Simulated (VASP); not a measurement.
An input for Ansatz (written as the equivalent of a VASP run, and not itself run):

Ansatz 0.2 input:
```yaml
crystal:
  lattice:
    - [0.0000000, 3.6579650, 3.6579650]
    - [3.6579650, 0.0000000, 3.6579650]
    - [3.6579650, 3.6579650, 0.0000000]
  atoms:
    - { symbol: Na, position: [0.5000000, 0.5000000, 0.5000000] }
    - { symbol: Na, position: [0.7500000, 0.7500000, 0.7500000] }
    - { symbol: In, position: [0.0000000, 0.0000000, 0.0000000] }
    - { symbol: In, position: [0.2500000, 0.2500000, 0.2500000] }
kpoints:
  mp_grid: { grid: [7, 7, 7] }
hamiltonian:
  xc: pbesol
  pseudopotentials: { kind: paw }
scf:
  occupations: { method: methfessel_paxton, width: 0.1 }
  max_iter: 100
relax:
  max_steps: 60
  f_tol: 0.02
  cell: {}
output: { forces: true, stress: true, eigenvalues: true }
```

Write the VASP files for the same calculation (PBEsol).

One answer among several that fit: 
KPOINTS:
```
Automatic mesh
0
Gamma
7 7 7
0 0 0
```

**POSCAR**
```
NaIn
1.0
  0.0000000000   3.6579650000   3.6579650000
  3.6579650000   0.0000000000   3.6579650000
  3.6579650000   3.6579650000   0.0000000000
Na In
2 2
Cart
  3.6579650000   3.6579650000   3.6579650000
  5.4869475000   5.4869475000   5.4869475000
  0.0000000000   0.0000000000   0.0000000000
  1.8289825000   1.8289825000   1.8289825000
```

### INCAR
```
SYSTEM = NaIn
PREC = Accurate
ENCUT = 400
EDIFF = 1E-6
NELM = 100
ALGO = Normal
LREAL = .FALSE.
LASPH = .TRUE.
ISMEAR = 1
SIGMA = 0.1
GGA = PS
LMAXMIX = 4
LWAVE = .FALSE.
LCHARG = .FALSE.
IBRION = 2
ISIF = 3
NSW = 60
EDIFFG = -0.02
```

POTCAR, in this order: Na_pv In_d (PBE.64 set). Program: vasp_std.

Limits of the translation: each code has its own PAW files, so the cut-off isn't converted (ENCUT is set for VASP's; basis.ecutwfc is left out, and Ansatz then takes the one that its files recommend); Ansatz stops its SCF on the density residual and VASP on the energy change (EDIFF).

The structure comes from a computed database's NaIn entry (Fd-3m); how it stands against other phases isn't given here. The cell was not relaxed at this level. The start is the result of an earlier pass.
